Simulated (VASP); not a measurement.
Output of a VASP run:

**OSZICAR**
```
       N       E                     dE             d eps       ncg     rms          rms(c)
DAV:   1     0.104009568145E+03    0.10401E+03   -0.77206E+03  1848   0.126E+03
DAV:   2    -0.118190357180E+02   -0.11583E+03   -0.11110E+03  2095   0.320E+02
DAV:   3    -0.171186300364E+02   -0.52996E+01   -0.51284E+01  2871   0.603E+01
DAV:   4    -0.173501354153E+02   -0.23151E+00   -0.23125E+00  2375   0.120E+01
DAV:   5    -0.173553407657E+02   -0.52054E-02   -0.52118E-02  2642   0.160E+00    0.175E+01
DAV:   6    -0.149596285745E+02    0.23957E+01   -0.92897E+00  2055   0.199E+01    0.542E+00
DAV:   7    -0.149847595690E+02   -0.25131E-01   -0.51602E-01  2806   0.445E+00    0.246E+00
DAV:   8    -0.149876126642E+02   -0.28531E-02   -0.25539E-02  2157   0.172E+00    0.957E-01
DAV:   9    -0.149879872489E+02   -0.37458E-03   -0.49169E-03  2579   0.702E-01    0.776E-02
DAV:  10    -0.149879689667E+02    0.18282E-04   -0.82473E-05  2189   0.804E-02    0.258E-02
DAV:  11    -0.149879729789E+02   -0.40122E-05   -0.15422E-05  2465   0.430E-02    0.376E-03
DAV:  12    -0.149879728246E+02    0.15436E-06   -0.58596E-07  2194   0.780E-03    0.128E-03
DAV:  13    -0.149879728017E+02    0.22915E-07   -0.30518E-08  1089   0.212E-03
   1 F= -.14987973E+02 E0= -.14987973E+02  d E =0.000000E+00
```

### OUTCAR
```
------------------------ aborting loop because EDIFF is reached ----------------------------------------
  FORCE on cell =-STRESS in cart. coord.  units (eV):
  Direction    XX          YY          ZZ          XY          YZ          ZX
  --------------------------------------------------------------------------------------
  Total       -0.0132613     -0.0132613     -0.0132613      0.0000000      0.0000000      0.0000000
  in kB       -0.5912717     -0.5912717     -0.5912717      0.0000000      0.0000000      0.0000000
  external PRESSURE =      -0.5912717 kB  Pullay stress =       0.0000000 kB
  volume of cell :       35.93
      direct lattice vectors                 reciprocal lattice vectors
     0.000000000  2.619148443  2.619148443    -0.190901742  0.190901742  0.190901742
     2.619148443  0.000000000  2.619148443     0.190901742 -0.190901742  0.190901742
     2.619148443  2.619148443  0.000000000     0.190901742  0.190901742 -0.190901742
 POSITION                                       TOTAL-FORCE (eV/Angst)
 -----------------------------------------------------------------------------------
      0.00000      0.00000      0.00000        -0.000000     -0.000000     -0.000000
      1.30957      1.30957      1.30957         0.000000      0.000000      0.000000
 -----------------------------------------------------------------------------------
    total drift:                               -0.000000     -0.000000     -0.000000
  FREE ENERGIE OF THE ION-ELECTRON SYSTEM (eV)
  ---------------------------------------------------
  free  energy   TOTEN  =       -14.9879728017 eV

  energy  without entropy=      -14.9879728017  energy(sigma->0) =      -14.98797280

 total charge

# of ion       s       p       d       tot
------------------------------------------
    1        2.210   5.966   1.740   9.916
    2        0.806   1.052   0.000   1.858
--------------------------------------------------
tot          3.016   7.018   1.740  11.774
```
(Selected blocks of OUTCAR.)

**POSCAR**
```
ZrB
1
    0.0000000000     2.6191484426     2.6191484426
    2.6191484426     0.0000000000     2.6191484426
    2.6191484426     2.6191484426     0.0000000000
Zr B
1 1
Direct
  0.0000000000   0.0000000000   0.0000000000
  0.2500000000   0.2500000000   0.2500000000
```

Q: Reconstruct the remaining input files.

A: This is not unique; one that fits is the input of the run itself, PBEsol GGA, plane waves, VASP's PBE PAW potentials (set 64).

### INCAR
```
ALGO = Normal
EDIFF = 1E-7
ENCUT = 520
GGA = PS
ISIF = 2
ISMEAR = -5
LASPH = .TRUE.
LCHARG = .TRUE.
LMAXMIX = 4
LORBIT = 11
LREAL = .FALSE.
LWAVE = .FALSE.
NEDOS = 601
NELM = 100
PREC = Accurate
SYSTEM = ZrB
```

**KPOINTS**
```
Automatic mesh
0
Gamma
13 13 13
0 0 0
```

POTCAR, in this order: Zr_sv B (PBE.64 set). Program: vasp_std.

For a metal the tetrahedron method with Blöchl corrections gives inexact stress and forces.

The structure was generated: ZrB was put into the zinc blende type (F-43m), which need not be its known phase. It was relaxed first, which changed the volume by -33 %. The electron count is odd and the run is not spin-polarised, which forces a metal.
